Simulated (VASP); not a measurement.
A VASP calculation is set up with these files.

File KPOINTS:
```
Automatic mesh
0
gamma
 4 4 4
0 0 0
```

### INCAR
```
# general
SYSTEM  =  CaF2
PREC    =  Normal
ENCUT   =  500   # plane-wave cut-off (eV)
LREAL   =  .False.
LASPH   =  .True.   # aspherical one-centre terms

# electronic loop
EDIFF   =  1E-8   # SCF stop (eV)
NELM    =  100   # most electronic steps
ALGO    =  Normal   # blocked Davidson

# smearing
ISMEAR  =  0
SIGMA   =  0.01

# functional
GGA     =  PE

# output
LWAVE   =  .True.
LCHARG  =  .False.
```

### POSCAR
```
CaF2
5.460
  0.0000000000   0.5000000000   0.5000000000
  0.5000000000   0.0000000000   0.5000000000
  0.5000000000   0.5000000000   0.0000000000
Ca F
1 2
Cartesian
  0.0000000000   0.0000000000   0.0000000000
  0.2500000000   0.2500000000   0.2500000000
  0.7500000000   0.7500000000   0.7500000000
```

POTCAR, in this order: Ca_sv_GW F_GW_new (PBE.64 set). Program: vasp_std.

Question: Translate this PBE calculation to Ansatz.

Answer: One equivalent input (not run):
Ansatz 0.2 input:
```yaml
crystal:
  lattice:
    - [0.0000000, 2.7300000, 2.7300000]
    - [2.7300000, 0.0000000, 2.7300000]
    - [2.7300000, 2.7300000, 0.0000000]
  atoms:
    - { symbol: Ca, position: [0.0000000, 0.0000000, 0.0000000] }
    - { symbol: F, position: [0.2500000, 0.2500000, 0.2500000] }
    - { symbol: F, position: [0.7500000, 0.7500000, 0.7500000] }
kpoints:
  mp_grid: { grid: [4, 4, 4] }
hamiltonian:
  xc: pbe
  pseudopotentials: { kind: paw }
scf:
  occupations: { method: gaussian, width: 0.01 }
  max_iter: 100
output: { forces: true, stress: true, eigenvalues: true }
```
Limits of the translation: each code has its own PAW files, so the cut-off isn't converted (ENCUT is set for VASP's; basis.ecutwfc is left out, and Ansatz then takes the one that its files recommend); Ansatz stops its SCF on the density residual and VASP on the energy change (EDIFF).

The compound is CaF2 in the fluorite structure. The cell was not relaxed at this level. The k-mesh is coarse (spacing up to 0.50 per Å, 2π included), so the numbers may not be converged in it.
